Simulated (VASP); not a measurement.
```
Ti
1.0
    1.47500    -2.55477     0.00000
    1.47500     2.55477     0.00000
    0.00000     0.00000     4.68000
Ti
2
Cartesian
  1.47500   0.85159   1.17000
  1.47500  -0.85159   3.51000
```

Method: rev-vdW-DF2, VASP's PBE PAW potentials (set 64) (plane waves; VASP). Run with 520 eV cut-off, 13×13×7 Γ-centred mesh, first-order Methfessel-Paxton smearing of 0.10 eV, potentials Ti_sv.

Energy and stress use the plane-wave basis of the starting cell.

Question: The ions, cell shape and volume are relaxed. What does this cell relax into?

Answer: 
```
Ti
1.0
    1.45595    -2.52178     0.00000
    1.45595     2.52178     0.00000
    0.00000     0.00000     4.61689
Ti
2
Direct
  0.33333   0.66667   0.25000
  0.66667   0.33333   0.75000
```
Space group P6_3/mmc (194), at a tolerance of 0.03 Å.

Question: How do energy and volume change from the first to the last step?

Answer: The energy (σ→0) changes by -9.5 meV/atom and the volume by -3.9 %, in 3 ionic steps.

The compound is Ti in the hcp structure. This run relaxes it. Symmetry was kept, so distortions that lower it aren't found.
